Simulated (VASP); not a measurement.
An input for Quantum ESPRESSO's pw.x (written as the equivalent of a VASP run, and not itself run):

```
&CONTROL
  calculation = 'vc-relax'
  pseudo_dir = './pseudo'
  outdir = './out'
  tprnfor = .true.
  tstress = .true.
  nstep = 60
  forc_conv_thr = 0.00078
/
&SYSTEM
  ibrav = 0
  nat = 8
  ntyp = 3
  ecutwfc = 102
  occupations = 'smearing'
  smearing = 'gaussian'
  degauss = 0.003675
  input_dft = 'pbesol'
/
&ELECTRONS
  conv_thr = 7.3e-08
  electron_maxstep = 100
/
&IONS
/
&CELL
/
ATOMIC_SPECIES
  Cd 112.414 Cd.upf
  Te 127.600 Te.upf
  Be 9.012 Be.upf
CELL_PARAMETERS angstrom
    -0.0000000    2.9004359    2.9004359
     2.9004359    0.0000000    2.9004359
    11.7494685   11.7494685   -0.1477249
ATOMIC_POSITIONS crystal
  Cd   0.0113582  0.0113582  0.9914814
  Te   0.2131177  0.2131177  0.0901617
  Te   0.2369788  0.2369788  0.3222659
  Te   0.2583927  0.2583927  0.5562055
  Te   0.2811607  0.2811607  0.7891294
  Be   0.9779835  0.9779835  0.2665123
  Be   0.9998787  0.9998787  0.5000910
  Be   0.0211297  0.0211297  0.7341527
K_POINTS automatic
  6 6 2 0 0 0
```

Problem. Write the VASP files for the same calculation (PBEsol).

Solution. This is not unique; one that fits is 
### INCAR
```
SYSTEM = Be3CdTe4
PREC = Accurate
ENCUT = 400
EDIFF = 1E-6
NELM = 100
ALGO = Normal
LREAL = .FALSE.
LASPH = .TRUE.
ISMEAR = 0
SIGMA = 0.05
GGA = PS
LMAXMIX = 4
LWAVE = .FALSE.
LCHARG = .FALSE.
IBRION = 2
ISIF = 3
NSW = 60
EDIFFG = -0.02
```

File POSCAR:
```
Be3CdTe4
1.0
  0.0000000000   2.9004358825   2.9004358825
  2.9004358825   0.0000000000   2.9004358825
 11.7494684607  11.7494684607  -0.1477249307
Cd Te Be
1 4 3
Cart
 11.6823228067  11.6823228067  -0.0805792767
  1.6774866096   1.6774866096   1.2229492732
  4.4737948373   4.4737948373   1.3270769274
  7.2845703475   7.2845703475   1.4167372997
 10.0873401772  10.0873401772   1.5144033528
  5.9679569619   5.9679569619   5.6337865678
  8.7758874627   8.7758874627   5.7262919498
  8.6871894026   8.6871894026   0.0141182455
```

File KPOINTS:
```
Automatic mesh
0
Gamma
6 6 2
0 0 0
```

POTCAR, in this order: Cd Te Be (PBE.64 set). Program: vasp_std.

The two are equivalent in intent, not identical: the potentials are each code's own (VASP's PAW set, PseudoDojo norm-conserving files in pw.x), so ENCUT and ecutwfc are chosen apart and not converted; conv_thr bounds pw.x's estimated SCF error, while EDIFF bounds the energy change between steps; forc_conv_thr acts on force components and is met together with etot_conv_thr.

The structure was generated: Be3CdTe4 was put into an ordered model structure (R3m), which need not be its known phase. It was relaxed first. The start is the result of an earlier pass.
